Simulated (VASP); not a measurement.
Given:

```yaml
crystal:
  lattice:
    - [4.31010, 0.00000, 0.00000]
    - [0.00000, 4.31010, 0.00000]
    - [0.00000, 0.00000, 4.31010]
  atoms:
    - { symbol: Cu, position: [0.75000, 0.25000, 0.75000] }
    - { symbol: Cu, position: [0.25000, 0.75000, 0.75000] }
    - { symbol: Cu, position: [0.75000, 0.75000, 0.25000] }
    - { symbol: Cu, position: [0.25000, 0.25000, 0.25000] }
    - { symbol: O, position: [0.00000, 0.00000, 0.00000] }
    - { symbol: O, position: [0.50000, 0.50000, 0.50000] }
```

Level of theory: PBE GGA, VASP's PBE PAW potentials (set 64) (plane waves; VASP). Run with 520 eV cut-off, 5×5×5 Γ-centred mesh, Gaussian smearing of 0.050 eV, potentials Cu O.

Question: Give the energy at these volumes per atom, relative to the lowest: 12.53, 12.93, 13.33, 13.73, 14.13 Å³.

Answer: 19.3, 4.7, 0.0, 3.7, 14.3 meV/atom. A third-order Birch-Murnaghan fit gives B0 = 110 GPa and B0′ = 4.9.

Measured: a 4.276 Å at 15 K (computed value off by +0.8 %), as given by Leila H. N. Rimmer et al., Physical Review B (2014), arXiv:1402.1026. The calculation is for a static lattice, while the measured a holds thermal and zero-point effects, which are part of the difference.

The compound is Cu2O in the cuprite structure. It was relaxed first.
